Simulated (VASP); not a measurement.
Wanted: the native input for a VASP 6.6.1 run.

| Quantity | Value |
| --- | --- |
| Task | relaxation of cell and atoms |
| Functional | PBE |
| Potentials or basis | VASP PAW PBE potentials, release 64 (Ba_sv, Zn, O) |
| Cutoff | 600 eV |
| k mesh | 4 × 4 × 4 |
| Occupations | gaussian, width 0.1 eV |
| Spin | no spin polarisation |
| Dipole correction | no |
| Further INCAR settings | ALGO = Normal; EDIFF = 1e-06; IBRION = 2; EDIFFG = -0.04; NSW = 90; ISIF = 3 |

The structure of Ba3ZnO4 lies in POSCAR:

```
Ba3ZnO4
1.0
    5.0913288300      0.0000000000      0.0000000000
    0.0000000000      5.0913288300      0.0000000000
    0.0000000000      0.0000000000      5.0913288300
Ba Zn O
3 1 4
Direct
    0.0000000000      0.5000000000      0.5000000000
    0.5000000000      0.0000000000      0.5000000000
    0.5000000000      0.5000000000      0.0000000000
    0.0000000000      0.0000000000      0.0000000000
    0.5000000000      0.0000000000      0.0000000000
    0.5000000000      0.5000000000      0.5000000000
    0.0000000000      0.0000000000      0.5000000000
    0.0000000000      0.5000000000      0.0000000000
```

The cell was built by a generator and needn't be a form met in nature.

The cell isn't the ideal one: species swapped into the Mg3MnO4 type (Pm-3m, No. 221).

These files were run (other wordings do the same):

INCAR

```
SYSTEM = Ba3ZnO4
  PREC = Accurate
  ENCUT = 600
  EDIFF = 1E-6
  ISMEAR = 0
  SIGMA = 0.1
  LREAL = .FALSE.
  LASPH = .TRUE.
  NELM = 100
  ALGO = Normal
  ISIF = 3
  LWAVE = .FALSE.
  LCHARG = .FALSE.
  GGA = PE
  IBRION = 2
  NSW = 90
  EDIFFG = -0.04
```

KPOINTS

```
Automatic mesh
0
G
  4 4 4
  0 0 0
```

Potentials or basis: VASP PAW PBE potentials, release 64 (Ba_sv, Zn, O).

The run is started by

```sh
$ cat potpaw_PBE.64/Ba_sv/POTCAR potpaw_PBE.64/Zn/POTCAR potpaw_PBE.64/O/POTCAR > POTCAR
$ mpirun -np 1 vasp_std > vasp.out
```

Results of the run:

```yaml
Relaxed_volume: 20.05 Å³/atom
Relaxed_cell: a = 5.433 Å, b = 5.433 Å, c = 5.433 Å, α = 90.00°, β = 90.00°, γ = 90.00°
Space_group_after_relaxing_to_0.05_Å: Pm-3m (No. 221)
Energy_gained_by_relaxing: 201.9 meV/atom
Ionic_steps: 3
Pressure_after_relaxing: 0.1 GPa
Band_gap_on_the_k_mesh: none (metal or under the smearing width)
```

Caveat: the volume moved by over 15 % at a fixed basis, so the end points are rough.

It took 3 min on 1 thread of Intel(R) Xeon(R) Platinum 8259CL CPU @ 2.50GHz (Skylake/Cascade Lake), on a shared host, peak memory 0.3 GiB.
